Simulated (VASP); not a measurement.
# Rb2As (P4/mmm) in VASP: reference runs, part 2 of 2

VASP 6.6.1. The steps go on from the part before.

**8. Equation of state, PBE, 47.76 Å³/atom (volume scaled by 1.04)**

The input, INCAR:

```
PREC = Accurate
ENCUT = 520
EDIFF = 1E-7
ISMEAR = -1
SIGMA = 0.05
LREAL = False
LASPH = True
NELM = 60
ALGO = Normal
ISIF = 2
LWAVE = False
LCHARG = False
GGA = PE
NBANDS = 18
```

The input, KPOINTS:

```
Automatic mesh
0
Gamma
  7 7 4
```

The input, POSCAR:

```
Rb2As
1.0
    4.1737101640      0.0000000000      0.0000000000
    0.0000000000      4.1737101640      0.0000000000
    0.0000000000      0.0000000000      8.2256183045
Rb As
2 1
Direct
    0.5000000000      0.5000000000      0.7682100000
    0.5000000000      0.5000000000      0.2317900000
    0.0000000000      0.0000000000      0.0000000000
```

Potentials or basis: VASP PAW PBE potentials, release 64 (Rb_sv, As).

On the command line:

```
$ cat potpaw_PBE.64/Rb_sv/POTCAR potpaw_PBE.64/As/POTCAR > POTCAR
$ mpirun -np 1 vasp_std > vasp.out
```

OUTCAR:

```text
PREC = Accurate
   ENCUT = 520
   EDIFF = 1E-7
   ISMEAR = -1
   LREAL = False
   LASPH = True
   NELM = 60
   ISIF = 2
   GGA = PE

 Found     30 irreducible k-points:

 Following reciprocal coordinates:
            Coordinates               Weight
  0.000000  0.000000  0.000000      1.000000
  0.142857  0.000000  0.000000      4.000000
  0.285714  0.000000  0.000000      4.000000
  0.428571  0.000000  0.000000      4.000000
  0.142857  0.142857  0.000000      4.000000
  0.285714  0.142857  0.000000      8.000000
   k-points           NKPTS =     30   k-points in BZ     NKDIM =     30   number of bands    NBANDS=     18
   number of dos      NEDOS =    301   number of ions     NIONS =      3
   total plane-waves  NPLWV =  65536
   dimension x,y,z NGX =    32 NGY =   32 NGZ =   64
   dimension x,y,z NGXF=    64 NGYF=   64 NGZF=  128
   ions per type =               2   1
   NGX,Y,Z   is equivalent  to a cutoff of  12.75, 12.75, 12.93 a.u.
   NGXF,Y,Z  is equivalent  to a cutoff of  25.49, 25.49, 25.87 a.u.
 SYSTEM =  unknown system
   PREC   = accura    normal or accurate (medium, high low for compatibility)
   ISTART =      0    job   : 0-new  1-cont  2-samecut
   ICHARG =      2    charge: 1-file 2-atom 10-const
   ISPIN  =      1    spin polarized calculation?
   LNONCOLLINEAR =      F non collinear calculations
   LSORBIT =      F    spin-orbit coupling
   LASPH  =      T    aspherical Exc in radial PAW
   ENCUT  =  520.0 eV  38.22 Ry    6.18 a.u.   7.76  7.76 15.29*2*pi/ulx,y,z
   NELM   =     60;   NELMIN=  2; NELMDL= -5     # of ELM steps
   EDIFF  = 0.1E-06   stopping-criterion for ELM
   LREAL  =      F    real-space projection
   EDIFFG = 0.1E-05   stopping-criterion for IOM
   NSW    =      0    number of steps for IOM
   IBRION =     -1    ionic relax: 0-MD 1-quasi-New 2-CG
   NFREE  =      0    steps in history (QN), initial steepest desc. (CG)
   ISIF   =      2    stress and relaxation
   ISYM   =      2    0-nonsym 1-usesym 2-fastsym
   POTIM  = 0.5000    time-step for ionic-motion
   TEBEG  =    0.0;   TEEND  =   0.0 temperature during run
   PSTRESS=    0.0 pullay stress
   NELECT =      23.0000    total number of electrons
   NUPDOWN=      -1.0000    fix difference up-down
   EMIN   =  10.00;   EMAX   =-10.00  energy-range for DOS
   EFERMI =   0.00;   METHOD = LEGACY
   ISMEAR =    -1;   SIGMA  =   0.05  broadening in eV -4-tet -1-fermi 0-gaus
   EFERMI_NEDOS =   21; number of points for ismear=-14 and -15
   IALGO  =     38    algorithm
   IMIX   =      4    mixing-type and parameters
     AMIX     =   0.40;   BMIX     =  1.00
     AMIX_MAG =   1.60;   BMIX_MAG =  1.00
  volume/ion in A,a.u.               =      47.76       322.32
  Fermi-wavevector in a.u.,A,eV,Ry     =   0.889706  1.681300 10.770050  0.791576
  Thomas-Fermi vector in A             =   2.011301
   LORBIT       =      0    0 simple, 1 ext, 2 COOP (PROOUT), +10 PAW based schemes
   GGA     = PE    functional components
   LHFCALC =     F    Hartree Fock is set to
   AEXX    =    0.0000 exact exchange contribution
   IVDW    =     0    specifies the selected vdW correction
   LEPSILON=     F    determine dielectric tensor
   LRPA    =     F    only Hartree local field effects (RPA)
 non-spin polarized calculation
  energy-cutoff  :      520.00
  volume of cell :      143.29
 maximum number of plane-waves:      3878
 NGX is ok and might be reduce to    32
   NGX = 15   NGY = 15   NGZ = 31

 number of electron      22.9999999 magnetization

 Free energy of the ion-electron system (eV)
  ---------------------------------------------------
  ext. energy  EPLUGINS =         0.00000000
  ---------------------------------------------------
  free energy    TOTEN  =        -6.77627317 eV

  energy without entropy =       -6.74941567  energy(sigma->0) =       -6.76284442

 E-fermi :   0.8237     XC(G=0):  -6.8420

 val. band max:        0.8048799301   @ k =   0.2857   0.1429   0.0000
 cond. band min:       0.8237836494   @ k =   0.2857   0.1429   0.2500
 fundamental gap:      0.0189037193
 Fermi energy:         0.8237484547

 k-point     1 :       0.0000    0.0000    0.0000
  band No.  band energies     occupation
      1     -26.8659      2.00000
      2     -26.8386      2.00000
      3     -11.3888      2.00000
      4     -10.8814      2.00000
      5     -10.8356      2.00000
      6     -10.8356      2.00000
      7     -10.7861      2.00000
      8     -10.7861      2.00000
      9      -8.3739      2.00000
     10      -0.6551      2.00000
     11       0.2994      1.99994
     12       1.3093      0.00012
     13       1.3093      0.00012
     14       3.8933      0.00000
     15       3.9699      0.00000
     16       5.0022      0.00000
     17       5.0273      0.00000
     18       5.5952      0.00000

 k-point     2 :       0.1429    0.0000    0.0000
  band No.  band energies     occupation
      1     -26.8626      2.00000
      2     -26.8355      2.00000
      3     -11.3676      2.00000
      4     -10.9211      2.00000
      5     -10.8754      2.00000
      6     -10.8469      2.00000
      7     -10.8287      2.00000
      8     -10.7807      2.00000
      9      -8.3076      2.00000
     10      -0.4750      2.00000
     11       0.1639      2.00000
     12       1.0991      0.00809
     13       1.3290      0.00008
     14       4.0560      0.00000
     15       4.2101      0.00000
     16       4.7773      0.00000
     17       5.2319      0.00000
     18       5.3835      0.00000

 k-point     3 :       0.2857    0.0000    0.0000
  band No.  band energies     occupation
      1     -26.8553      2.00000
      2     -26.8285      2.00000
      3     -11.3190      2.00000
      4     -11.0989      2.00000
      5     -10.9793      2.00000
      6     -10.8615      2.00000
      7     -10.8131      2.00000
      8     -10.7686      2.00000
      9      -8.1690      2.00000
     10      -0.4355      2.00000
     11      -0.0330      2.00000
     12       1.3072      0.00013
     13       1.3681      0.00004
     14       3.7385      0.00000
     15       4.2583      0.00000
     16       4.5324      0.00000
     17       5.4977      0.00000
     18       5.5452      0.00000

 k-point     4 :       0.4286    0.0000    0.0000
  band No.  band energies     occupation
      1     -26.8493      2.00000
      2     -26.8230      2.00000
      3     -11.2783      2.00000
      4     -11.2310      2.00000
      5     -11.0814      2.00000
      6     -10.8505      2.00000
      7     -10.8005      2.00000
      8     -10.7587      2.00000
      9      -8.0651      2.00000
     10      -0.9039      2.00000
     11       0.3860      1.99968
     12       1.3935      0.00002
     13       1.8209      0.00000
     14       2.9493      0.00000
     15       3.7954      0.00000
     16       4.9015      0.00000
     17       5.4757      0.00000
     18       5.8760      0.00000

 k-point     5 :       0.1429    0.1429    0.0000
  band No.  band energies     occupation
      1     -26.8594      2.00000
      2     -26.8324      2.00000
      3     -11.3472      2.00000
      4     -10.9301      2.00000
      5     -10.8896      2.00000
      6     -10.8696      2.00000
      7     -10.8458      2.00000
      8     -10.8349      2.00000
      9      -8.2546      2.00000
     10      -0.3235      2.00000
     11       0.2132      1.99999
     12       0.7702      1.48986
     13       1.2583      0.00034
     14       4.1780      0.00000
     15       4.3900      0.00000
     16       4.8406      0.00000
     17       5.2558      0.00000
     18       5.7161      0.00000

 k-point     6 :       0.2857    0.1429    0.0000
  band No.  band energies     occupation
      1     -26.8521      2.00000
      2     -26.8255      2.00000
      3     -11.3004      2.00000
      4     -11.0837      2.00000
      5     -10.9708      2.00000
      6     -10.8816      2.00000
      7     -10.8560      2.00000
      8     -10.8254      2.00000
      9      -8.1433      2.00000
     10      -0.3031      2.00000
     11       0.0324      2.00000
     12       0.8049      1.18648
     13       1.3579      0.00005
     14       3.9146      0.00000
     15       4.5267      0.00000
     16       4.6078      0.00000
     17       5.6240      0.00000
     18       5.9931      0.00000

 [... further k-points ...]

------------------------ aborting loop because EDIFF is reached ----------------------------------------

  FORCE on cell =-STRESS in cart. coord.  units (eV):
  Direction    XX          YY          ZZ          XY          YZ          ZX
  --------------------------------------------------------------------------------------
  -------------------------------------------------------------------------------------
  Total        0.3009163      0.3009163      0.2123579      0.0000000     -0.0000000      0.0000000
  in kB        3.3646755      3.3646755      2.3744652      0.0000000     -0.0000000      0.0000000
  external PRESSURE =       3.0346054 kB  Pullay stress =       0.0000000 kB

 VOLUME and BASIS-vectors are now :
 -----------------------------------------------------------------------------
  energy-cutoff  :      520.00
  volume of cell :      143.29
      direct lattice vectors                 reciprocal lattice vectors
     4.173710164  0.000000000  0.000000000     0.239594979  0.000000000  0.000000000
     0.000000000  4.173710164  0.000000000     0.000000000  0.239594979  0.000000000
     0.000000000  0.000000000  8.225618304     0.000000000  0.000000000  0.121571408

 POSITION                                       TOTAL-FORCE (eV/Angst)
 -----------------------------------------------------------------------------------
      2.08686      2.08686      6.31900        -0.000000      0.000000      0.072022
      2.08686      2.08686      1.90662         0.000000     -0.000000     -0.072022
      0.00000      0.00000      0.00000         0.000000      0.000000     -0.000000
 -----------------------------------------------------------------------------------
    total drift:                                0.000000     -0.000000     -0.000000

  FREE ENERGIE OF THE ION-ELECTRON SYSTEM (eV)
  ---------------------------------------------------
  free  energy   TOTEN  =        -6.7762731704 eV

  energy  without entropy=       -6.7494156706  energy(sigma->0) =       -6.76284442
```

stdout:

```text
POSCAR found type information on POSCAR RbAs
 POSCAR found :  2 types and       3 ions
 scaLAPACK will be used
 LDA part: xc-table for (Slater+PW92), standard interpolation
 POSCAR, INCAR and KPOINTS ok, starting setup
 FFT: planning ... GRIDC
 FFT: planning ... GRID_SOFT
 FFT: planning ... GRID
 WAVECAR not read
 entering main loop
```

Wall time 2.3 min (1 thread of Intel Xeon Platinum 8175M at 2.50GHz (Skylake/Cascade Lake), shared host); peak memory 0.27 GiB.

Results:

```yaml
Free_energy: -6.7763 eV
Pressure: 0.3 GPa
Largest_force: 0.072 eV/Å
Band_gap_on_the_k_mesh: none (metal or under the smearing width)
```

**9. Equation of state, PBE, 48.68 Å³/atom (volume scaled by 1.06)**

The input, INCAR:

```
PREC = Accurate ; ENCUT = 520
EDIFF = 1E-7 ; ISMEAR = -1
SIGMA = 0.05 ; LREAL = False
LASPH = True ; NELM = 80
ALGO = Normal ; ISIF = 2
LWAVE = False ; LCHARG = False
GGA = PE ; NBANDS = 18
```

The input, KPOINTS:

```
regular mesh
0
Gamma
  7 7 4
```

The input, POSCAR:

```
Rb2As
1.0
    4.2002950220      0.0000000000      0.0000000000
    0.0000000000      4.2002950220      0.0000000000
    0.0000000000      0.0000000000      8.2780121904
Rb As
2 1
Direct
    0.5000000000      0.5000000000      0.7682100000
    0.5000000000      0.5000000000      0.2317900000
    0.0000000000      0.0000000000      0.0000000000
```

Potentials or basis: VASP PAW PBE potentials, release 64 (Rb_sv, As).

On the command line:

```
$ cat potpaw_PBE.64/Rb_sv/POTCAR potpaw_PBE.64/As/POTCAR > POTCAR
$ mpirun -np 1 vasp_std > vasp.out
```

Run time: 2.6 min. Hardware: 1 thread of Intel Xeon Platinum 8175M at 2.50GHz (Skylake/Cascade Lake), shared host; peak memory 0.27 GiB.

Results (log left out):

* Free energy: -6.7796 eV
* Pressure: 0.1 GPa
* Largest force: 0.115 eV/Å
* Band gap on the k mesh: none (metal or under the smearing width)

**10. Equation of state, PBE**

Potentials or basis: VASP PAW PBE potentials, release 64 (Rb_sv, As).

This step only gathers the single runs of the series.

Results:

```
Equilibrium volume                        : 49.07 Å³/atom (rough: see the caveat)
Bulk modulus at fixed shape and positions : 10.8 GPa (rough)
```

Energy against volume, from the lowest point:
| volume (Å³/atom) | energy (meV/atom) |
| --- | --- |
| 43.170 | 29.66 |
| 44.089 | 20.36 |
| 45.007 | 13.03 |
| 45.926 | 7.49 |
| 46.845 | 3.57 |
| 47.763 | 1.12 |
| 48.682 | 0.00 |

Caveat: the minimum lies outside the volumes run; the cell was scaled at fixed shape and fractional positions, which overstates the stiffness of a crystal with free parameters, most of all of layers and chains.

**11. The runs side by side**

```tsv
task	cell	gap on the mesh (eV)	pressure (GPa)	largest force (eV/Å)
single point	as given	none	0.8	0.03
single point	atoms moved at random, drawn with an rms of 0.05 Å	none	0.8	0.16
equation of state	as given	-	-	-
```

Alike in all rows: level PBE; potentials or basis VASP PAW PBE potentials, release 64 (Rb_sv, As); no spin polarisation; k mesh 7 × 7 × 4; cutoff (eV) 520; smearing fermi-dirac 0.05 eV.

Caveats: the minimum lies outside the volumes run (some runs); the cell was scaled at fixed shape and fractional positions, which overstates the stiffness of a crystal with free parameters, most of all of layers and chains (some runs).

Total energies depend on the potentials used, so only differences within one code and one set of settings carry meaning.
